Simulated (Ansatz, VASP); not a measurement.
# Cross-check of Si between VASP and Ansatz, part 3 of 3

Aim: how closely do two programs agree when they are given the same cell, functional and k mesh? Of the first pair: The structure shown is frame 50 of Ansatz's trajectory.

VASP 6.6.1 and Ansatz 0.2.0.

So far. Step 3 (VASP: single point, LDA, pair 1): The run ends at a pressure of -0.55 GPa, with forces up to 3.9 eV/Å.

## (6) VASP: single point, LDA, pair 2

Level of this step: LDA; plane waves and PAW (Si) (VASP).

The same cell, functional (in two slightly different forms), mesh and smearing now go to VASP, with its own data sets.

File INCAR:

```
SYSTEM = Si
PREC = Accurate
ENCUT = 400
EDIFF = 1E-06
NELM = 120
ISMEAR = -1
SIGMA = 0.1
LREAL = .FALSE.
ALGO = Normal
GGA = CA
NBANDS = 84
LORBIT = 11
LWAVE = .FALSE.
LCHARG = .FALSE.
ISIF = 2
LASPH = .TRUE.
GGA_COMPAT = .FALSE.
EFERMI = MIDGAP
```

File POSCAR:

```
Si
1.0
    8.4978037057      0.0000000000      0.0000000000
    0.0000000000      8.4978037057      0.0000000000
    0.0000000000      0.0000000000      8.4978037057
Si
30
Direct
    0.4527999391      0.2640111584      0.7807949242
    0.1032818632      0.6132929379      0.6858064980
    0.2554203504      0.1491028793      0.2621433816
    0.6726527463      0.5837671911      0.1087976414
    0.5871008760      0.6990861646      0.3507241522
    0.6271864101      0.0725053573      0.4183053790
    0.7137499535      0.4586800466      0.4133213853
    0.5130123207      0.0642048597      0.1257674379
    0.6619737517      0.2175473880      0.9553123356
    0.3045989399      0.8722346687      0.6069680095
    0.8806590808      0.7182080466      0.5455004800
    0.3831414696      0.5998039231      0.6816846094
    0.7476821329      0.6534535502      0.7853050307
    0.4083617509      0.4778767715      0.2129927994
    0.5866566436      0.8389374769      0.6316552119
    0.3488114227      0.1583949273      0.5419989870
    0.0922559554      0.2546843955      0.5610031915
    0.0235005428      0.4200780724      0.3797394141
    0.6344014509      0.2903953045      0.2349096389
    0.1939523502      0.3769096241      0.8320535459
    0.7293052669      0.0431373815      0.6994427273
    0.9580830862      0.1611100994      0.2599696435
    0.6953107185      0.8963115958      0.9958963514
    0.0115388985      0.9435562738      0.5755019967
    0.9056520092      0.3376923143      0.7829435970
    0.3287470618      0.4620470343      0.4637893668
    0.6467684110      0.4197864676      0.6548929809
    0.7986078798      0.8506561519      0.2922351570
    0.8584895877      0.3804452435      0.0659839906
    0.1506325686      0.3758860655      0.1359827833
```

File KPOINTS:

```
Automatic mesh
0
Gamma
1 1 1
0 0 0
```

Potentials, in the order of the species: Si (LDA family, release 64).

Command:

```
$ mpirun -np 4 vasp_gam
```

Numbers of over 12 decimals in the logs are rounded to 6 here.

What it wrote:

```text
[banner, memory and clock lines left out]
running    4 mpi-ranks, on    1 nodes
[...]
[... a notice as in an earlier step ...]

 LDA part: xc-table for (Slater(with rela. corr.)+CA(PZ))
 , standard interpolation
 POSCAR, INCAR and KPOINTS ok, starting setup
[...]
entering main loop
       N       E                     dE             d eps       ncg     rms          rms(c)
DAV:   1     0.501255577427E+03    0.50126E+03   -0.44922E+04   168   0.101E+03
DAV:   2    -0.113043345635E+03   -0.61430E+03   -0.57563E+03   216   0.193E+02
DAV:   3    -0.169793663269E+03   -0.56750E+02   -0.54737E+02   216   0.536E+01
DAV:   4    -0.171953799683E+03   -0.21601E+01   -0.21428E+01   208   0.126E+01
[...]
DAV:  15    -0.167516862237E+03   -0.90220E-05   -0.80807E-06   184   0.622E-03    0.406E-03
DAV:  16    -0.167516863287E+03   -0.10501E-05   -0.82149E-07   144   0.238E-03    0.194E-03
DAV:  17    -0.167516863485E+03   -0.19761E-06   -0.18863E-07   112   0.115E-03
   1 F= -.16751686E+03 E0= -.16740268E+03  d E =-.228364E+00
```

Parts of OUTCAR (step 6):

```text
  Total       -9.4963692     -4.6243446     -2.1349347      8.1996808     -0.7795355      1.8664473
  in kB      -24.7940851    -12.0737085     -5.5741043     21.4085594     -2.0352903      4.8731101
  external PRESSURE =     -14.1472993 kB  Pullay stress =       0.0000000 kB

 POSITION                                       TOTAL-FORCE (eV/Angst)
 -----------------------------------------------------------------------------------
      3.84781      2.24352      6.63504         0.403466      0.421679     -0.773896
      0.87767      5.21164      5.82785        -0.099618     -0.413632     -0.880817
      2.17051      1.26705      2.22764        -0.395697      0.068305     -0.343855
      5.71607      4.96074      0.92454        -0.004503      0.675382     -1.343759
      4.98907      5.94070      2.98039        -0.819615      0.257899      1.019561
      5.32971      0.61614      3.55468         0.421075     -0.240214      0.621070
      6.06531      3.89777      3.51232         1.662886      1.376265     -0.776487
      4.35948      0.54560      1.06875        -0.191965     -0.785893      1.352451
      5.62532      1.84867      8.11806         0.434192     -0.422665     -1.108103
      2.58842      7.41208      5.15790        -0.459882      0.231589     -0.422200
      7.48367      6.10319      4.63556        -1.735551     -0.657408     -0.043134
      3.25586      5.09702      5.79282         0.888909      0.544122      0.755310
      6.35366      5.55292      6.67337        -1.188704     -0.510061      0.364679
      3.47018      4.06090      1.80997         0.707358     -0.162001     -1.160726
[...]
-----------------------------------------------------------------------------------
    total drift:                               -0.000101      0.000035      0.000116

  FREE ENERGIE OF THE ION-ELECTRON SYSTEM (eV)
  ---------------------------------------------------
  free  energy   TOTEN  =      -167.5168634850 eV

  energy  without entropy=     -167.2884990134  energy(sigma->0) =     -167.40268125

[... 2 parts as in an earlier step ...]

[... 1 further part left out ...]
[key lines of the parts left out:]
E-fermi :   5.4353
```

The run ends at a pressure of -1.41 GPa, with forces up to 3.3 eV/Å.

## (7) Comparison

Forces on 10 of the 30 atoms, those with the largest forces and the largest differences (eV/Å; atoms numbered as in POSCAR):

```csv
atom,"Ansatz x, y, z","VASP x, y, z"
Si7,"1.662, 1.379, -0.785","1.663, 1.376, -0.776"
Si8,"-0.187, -0.786, 1.340","-0.192, -0.786, 1.352"
Si14,"0.692, -0.158, -1.162","0.707, -0.162, -1.161"
Si17,"-0.378, -1.697, 2.764","-0.382, -1.699, 2.772"
Si18,"-0.625, 1.954, -0.315","-0.631, 1.949, -0.310"
Si19,"-0.452, -0.714, -0.394","-0.456, -0.715, -0.408"
Si21,"1.227, 1.963, 0.260","1.227, 1.970, 0.255"
Si24,"0.765, 2.192, 0.773","0.767, 2.195, 0.775"
Si26,"-1.013, -1.717, 0.764","-1.008, -1.717, 0.760"
Si27,"0.387, -0.551, 3.106","0.393, -0.551, 3.103"
```

The forces differ by 5.0 meV/Å r.m.s., which is 0.5 % of the r.m.s. force of 0.938 eV/Å (both taken over all components).

## (8) Ansatz: dynamics, LDA

One frame of this run of dynamics is then solved in both programs, so the motion causes no difference.

The structure compared here is frame 27 of Ansatz's trajectory.

File input.yaml:

```yaml
crystal:
  lattice:
    - [8.4978037057, 0.0, 0.0]
    - [0.0, 8.4978037057, 0.0]
    - [0.0, 0.0, 8.4978037057]
  atoms:
    - { symbol: Si, position: [0.5429893347, 0.2742862328, 0.6575497157] }
    - { symbol: Si, position: [0.0694613216, 0.6247963546, 0.5975980284] }
    - { symbol: Si, position: [0.330489279, 0.1283108969, 0.1852253195] }
    - { symbol: Si, position: [0.6817426953, 0.6795895191, 0.0644699414] }
    - { symbol: Si, position: [0.7231268642, 0.8010854659, 0.4278086511] }
    - { symbol: Si, position: [0.7570899653, 1.1504002588, 0.4053594414] }
    - { symbol: Si, position: [0.8464935863, 0.5154245001, 0.3700653486] }
    - { symbol: Si, position: [0.5542097236, 1.0669114516, 0.0391684022] }
    - { symbol: Si, position: [0.6348536242, 0.302846559, -0.0961163952] }
    - { symbol: Si, position: [0.2934289312, 0.7899876063, 0.6285728999] }
    - { symbol: Si, position: [0.8598614903, 0.8008022209, 0.6453130029] }
    - { symbol: Si, position: [0.4639612563, 0.5313165009, 0.5149881316] }
    - { symbol: Si, position: [0.6236983234, 0.6390689439, 0.7287973135] }
    - { symbol: Si, position: [0.5559549296, 0.5724295549, 0.2549680427] }
    - { symbol: Si, position: [0.5622570511, 0.9357090522, 0.6048979157] }
    - { symbol: Si, position: [0.3356124611, 0.1343285027, 0.5204888864] }
    - { symbol: Si, position: [0.0908916127, 0.2890985403, 0.5544649078] }
    - { symbol: Si, position: [0.0102643541, 0.3581991747, 0.2110660457] }
    - { symbol: Si, position: [0.6584378143, 1.3097968412, 0.2539816964] }
    - { symbol: Si, position: [0.3614624005, 0.4475675029, -0.2468002318] }
    - { symbol: Si, position: [0.8218797479, 0.0984757024, 0.6598236811] }
    - { symbol: Si, position: [0.9970713017, 0.0133224806, 0.3013877595] }
    - { symbol: Si, position: [0.7345055213, 0.9242614441, -0.1364597218] }
    - { symbol: Si, position: [1.0736451413, 0.9854814155, 0.5877189886] }
    - { symbol: Si, position: [0.9986729162, 0.4131688374, 0.8041045338] }
    - { symbol: Si, position: [0.2234735078, 0.4803411239, 0.3799537104] }
    - { symbol: Si, position: [0.7580314872, 0.4396089558, 0.6370631782] }
    - { symbol: Si, position: [0.7582467054, 0.9273459749, 0.1597352164] }
    - { symbol: Si, position: [0.8124716768, 0.4539165358, 0.0484235766] }
    - { symbol: Si, position: [0.3966248035, 0.4024796861, 0.0753172955] }
kpoints:
  mp_grid: { grid: [1, 1, 1] }
scf:
  occupations: { method: fermi_dirac, width: 0.1 }
  n_extra_bands: 21
hamiltonian:
  xc: lda
  pseudopotentials: { kind: paw }
output:
  forces: true
basis:
  ecutwfc: 320
md:
  timestep: 2.5
  n_steps: 80
  ensemble: nvt_langevin
  temperature: 300
  seed: 0
```

Command:

```
$ ansatz run input.yaml --threads 8 --pin off --max-ram 40960MiB --backend cuda --events-out ev --progress --plain --runs-dir out
```

What it wrote:

```text
[...]
Crystal: 30 atoms, lattice volume = 613.649 Å³
Basis set: ecut = 320 eV, 8025 PW (Γ)
Bands: 81, of which v1, the nominal top of the filled ones, is band 60 counted from 1 (59 counted from 0)
Symmetry: 1 space group operations
k-points: 1
[...]
SCF iter   1: F=—  HF=-18247.578226 eV  |F-HF|=—  |Δ(HF+E_count)|=         —  Δρ=8.60e-3  dr2=8.46e-1  ethr=1.77e-3  ⟨swp⟩=8.0  Hψ=438  notcnv=0
[...]
md step    44: t =   110.00 fs  T =   513.6 K  F+E_penalty+E_count = -18252.32847738 eV  E_kin = 1.991702 eV  (6 SCF iters)
md step    49: t =   122.50 fs  T =   507.6 K  F+E_penalty+E_count = -18252.40020412 eV  E_kin = 1.968423 eV  (6 SCF iters)
md step    54: t =   135.00 fs  T =   392.9 K  F+E_penalty+E_count = -18252.16180831 eV  E_kin = 1.523667 eV  (7 SCF iters)
md step    59: t =   147.50 fs  T =   357.4 K  F+E_penalty+E_count = -18252.15283881 eV  E_kin = 1.385859 eV  (5 SCF iters)
md step    61: t =   152.50 fs  T =   344.4 K  F+E_penalty+E_count = -18252.28366261 eV  E_kin = 1.335648 eV  (5 SCF iters)
[...]
```

## (9) VASP: single point, LDA, pair 3

The same cell, functional (in two slightly different forms), mesh and smearing now go to VASP, with its own data sets.

INCAR is that of step 6.

File POSCAR:

```
Si
1.0
    8.4978037057      0.0000000000      0.0000000000
    0.0000000000      8.4978037057      0.0000000000
    0.0000000000      0.0000000000      8.4978037057
Si
30
Direct
    0.5610116643      0.2717517467      0.5878709574
    0.1025633246      0.5886602201      0.5948265193
    0.3266393407      0.1504052158      0.2124983187
    0.6769950447      0.6849549839      0.0198384201
    0.6924007901      0.7841837998      0.3980469680
    0.7326271841      0.1104949381      0.4135510918
    0.8227922463      0.5051868870      0.3747434173
    0.5742535564      0.0624861803      0.0721098087
    0.6296383378      0.3144809050      0.9171303522
    0.3028484876      0.7874685309      0.5867144232
    0.8642823786      0.7932739133      0.6125858140
    0.4369494906      0.5364017760      0.5416749032
    0.6144442942      0.6534250722      0.7225869428
    0.5422956519      0.5809497573      0.2572948347
    0.5465327467      0.9359520737      0.6035624236
    0.3284576929      0.1179518891      0.5094849387
    0.1336417078      0.2860676810      0.5739091145
    0.9868198885      0.3326900806      0.2447996061
    0.6469895270      0.3034270246      0.2156121821
    0.3102010933      0.4552968195      0.7803114705
    0.8281950541      0.1369882196      0.7034357591
    0.0463861379      0.0682343368      0.2648521992
    0.7114298246      0.9338471769      0.8556794152
    0.0696878058      0.9947224357      0.5548290080
    0.0036290900      0.4169709166      0.7973240186
    0.2208854270      0.4538386780      0.3507979359
    0.7685601158      0.4434370492      0.6449852444
    0.8069519181      0.9260734035      0.1732518249
    0.8642284824      0.4565454951      0.0255923775
    0.3780541551      0.4084283563      0.0951292861
```

KPOINTS is that of step 6.

Command:

```
$ mpirun -np 4 vasp_gam
```

What it wrote:

```text
[... set-up lines as in an earlier step ...]
 entering main loop
       N       E                     dE             d eps       ncg     rms          rms(c)
DAV:   1     0.496067313961E+03    0.49607E+03   -0.44906E+04   168   0.101E+03
DAV:   2    -0.118625274118E+03   -0.61469E+03   -0.57153E+03   220   0.193E+02
DAV:   3    -0.172906454276E+03   -0.54281E+02   -0.53010E+02   208   0.531E+01
DAV:   4    -0.174829551596E+03   -0.19231E+01   -0.19083E+01   232   0.120E+01
[...]
DAV:  14    -0.171207502136E+03   -0.14720E-04   -0.17759E-05   232   0.105E-02    0.948E-03
DAV:  15    -0.171207510196E+03   -0.80597E-05   -0.54312E-06   184   0.506E-03    0.306E-03
DAV:  16    -0.171207511128E+03   -0.93213E-06   -0.63662E-07   128   0.205E-03
   1 F= -.17120751E+03 E0= -.17113444E+03  d E =-.146144E+00
```

From OUTCAR (step 9):

```text
  Total      -14.2877965    -14.4736187    -16.0432265      2.3732076      4.6989309      0.5665987
  in kB      -37.3040302    -37.7891937    -41.8872852      6.1962115     12.2684459      1.4793335
  external PRESSURE =     -38.9935031 kB  Pullay stress =       0.0000000 kB

 POSITION                                       TOTAL-FORCE (eV/Angst)
 -----------------------------------------------------------------------------------
      4.76737      2.30929      4.99561        -0.700242     -0.485420      0.444986
      0.87156      5.00232      5.05472        -0.826242      0.563289     -0.819897
      2.77572      1.27811      1.80577         0.727188     -0.190864     -0.056175
      5.75297      5.82061      0.16858         0.611190      0.113004     -0.036503
      5.88389      6.66384      3.38252         0.048409      0.376490     -0.552545
      6.22572      0.93896      3.51428        -0.122658     -0.124614      0.367180
      6.99193      4.29298      3.18450        -0.865354      0.185805      0.505991
      4.87989      0.53100      0.61277         0.660133     -0.377995      0.107262
      5.35054      2.67240      7.79359         0.015232      0.192658     -0.251012
      2.57355      6.69175      4.98578        -0.510984      1.037775      0.107497
      7.34450      6.74109      5.20563         0.274143     -0.126538      0.334103
      3.71311      4.55824      4.60305         0.104029     -0.860710     -1.025716
      5.22143      5.55268      6.14040         0.264119      0.504351      0.860493
      4.60832      4.93680      2.18644         0.859909     -1.075528      0.401208
[...]
-----------------------------------------------------------------------------------
    total drift:                               -0.000174     -0.000021      0.000028

  FREE ENERGIE OF THE ION-ELECTRON SYSTEM (eV)
  ---------------------------------------------------
  free  energy   TOTEN  =      -171.2075111278 eV

  energy  without entropy=     -171.0613667789  energy(sigma->0) =     -171.13443895

[... 2 parts as in an earlier step ...]

[... 1 further part left out ...]
[key lines of the parts left out:]
E-fermi :   5.6032
```

The run ends at a pressure of -3.90 GPa, with forces up to 2.1 eV/Å.

## (10) Side by side

Forces on 9 of the 30 atoms, those with the largest forces and the largest differences (eV/Å; atoms numbered as in POSCAR):

```csv
atom,"Ansatz x, y, z","VASP x, y, z"
Si2,"-0.823, 0.571, -0.820","-0.826, 0.563, -0.820"
Si9,"0.018, 0.196, -0.270","0.015, 0.193, -0.251"
Si12,"0.103, -0.861, -1.023","0.104, -0.861, -1.026"
Si14,"0.849, -1.071, 0.401","0.860, -1.076, 0.401"
Si16,"1.950, -0.797, 0.318","1.952, -0.793, 0.307"
Si17,"-0.863, 0.966, 0.676","-0.862, 0.967, 0.677"
Si19,"0.402, 0.804, 0.830","0.391, 0.811, 0.822"
Si25,"0.151, -0.421, -1.336","0.162, -0.418, -1.349"
Si29,"-1.714, -0.117, 0.810","-1.722, -0.119, 0.805"
```

The forces differ by 5.6 meV/Å r.m.s., which is 0.9 % of the r.m.s. force of 0.609 eV/Å (both taken over all components).

## (11) Summary of results

```
r.m.s. force difference (single point, LDA, pair 1) : 0.46 % of the r.m.s. force
r.m.s. force difference (single point, LDA, pair 2) : 0.53 % of the r.m.s. force
r.m.s. force difference (single point, LDA, pair 3) : 0.92 % of the r.m.s. force
```

**Reading.** The r.m.s. force difference is 0.92 % of the r.m.s. force (single point, LDA, pair 3), within the 3 % picked in this series as the mark of a large difference. 6 further runs of this series are not shown here. How closely two codes agree says nothing of how well the functional describes the real material.

[Lines on the potential files, build, host, timing and source positions are cut from VASP's logs without a mark.]

[Logs are printed without paths, hosts, clocks, repeated set-up lines and the standing remarks that a program may print on its own settings, such as how far it seeks lower states.]

[Hosts, paths, dates, database ids (printed as entryN), source tags and the programs' standing remarks are cut or masked in the printed files.]
